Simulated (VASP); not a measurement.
Crystal: Ag.

```
Ag
1.0
     0.00000    2.06750    2.06750
     2.06750    0.00000    2.06750
     2.06750    2.06750    0.00000
Ag
1
Direct
  0.00000 0.00000 0.00000
```

```yaml
Program: VASP 6.6.1
Task: relaxation of cell and atoms
Functional: PBEsol
Potentials_or_basis: VASP PAW PBE potentials, release 64 (Ag)
Cutoff: 480 eV
k_mesh: 18 × 18 × 18
Occupations: gaussian, width 0.1 eV
Spin: no spin polarisation
```

At the start: pressure -6.0 GPa; volume 17.68 Å³/atom.

Where does the relaxation end?

Over 3 steps the energy falls by 21.0 meV/atom and the volume is 16.64 Å³/atom (-5.9 %); space group Fm-3m (No. 225, to 0.05 Å).

Step by step:
```
step  energy change (eV)  largest force (eV/Å)  pressure (GPa)  volume (Å³)
   1              0.0000                0.0000           -6.04        17.68
   2             -0.0120                0.0000            4.94        16.03
   3             -0.0210                0.0000           -0.02        16.64
```

Final structure:
```cif
data_structure
_symmetry_space_group_name_H-M 'P 1'
_symmetry_Int_Tables_number 1
_cell_length_a 2.8656
_cell_length_b 2.8656
_cell_length_c 2.8656
_cell_angle_alpha 60.000
_cell_angle_beta 60.000
_cell_angle_gamma 60.000
_cell_volume 16.64
loop_
_atom_site_label
_atom_site_type_symbol
_atom_site_fract_x
_atom_site_fract_y
_atom_site_fract_z
_atom_site_occupancy
Ag1 Ag 0.00000 0.00000 0.00000 1
```

Caveat: the PAW data sets were made with another functional, which shifts forces and pressure a little.
